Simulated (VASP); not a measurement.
Here is the system:

```xyz
4
Lattice="3.1423 -2.2963 0.0000 3.1423 2.2963 0.0000 -1.1405 0.0000 6.7864" Properties=species:S:1:pos:R:3 pbc="T T T"
La     1.5711     1.1482     0.0000
La     1.0009    -1.1482     3.3932
N      2.8571    -0.3748     1.6966
N      2.2869     0.3748     5.0898
```

These are PBE GGA, VASP's PBE PAW potentials (set 64) (plane waves; VASP) values and carry that method's errors. Run with 520 eV cut-off, 6×6×3 Γ-centred mesh, Gaussian smearing of 0.050 eV, potentials La N.

**Question.** Predict the energy per atom (σ→0), pressure, largest force, band gap (on the k-mesh) with the smallest direct gap where there is one.

**Answer.** 
- band gap (on the k-mesh): 0.22 eV
- smallest direct gap (on the k-mesh): 0.25 eV
- energy per atom (σ→0): -7.445 eV/atom
- pressure: -121.0 kbar
- largest force: 0.183 eV/Å

The absolute energy has meaning only against runs of the same code, potentials and settings.

The structure was generated: LaN was put into the tenorite type (C2/c), which need not be its known phase. The cell was not relaxed at this level.
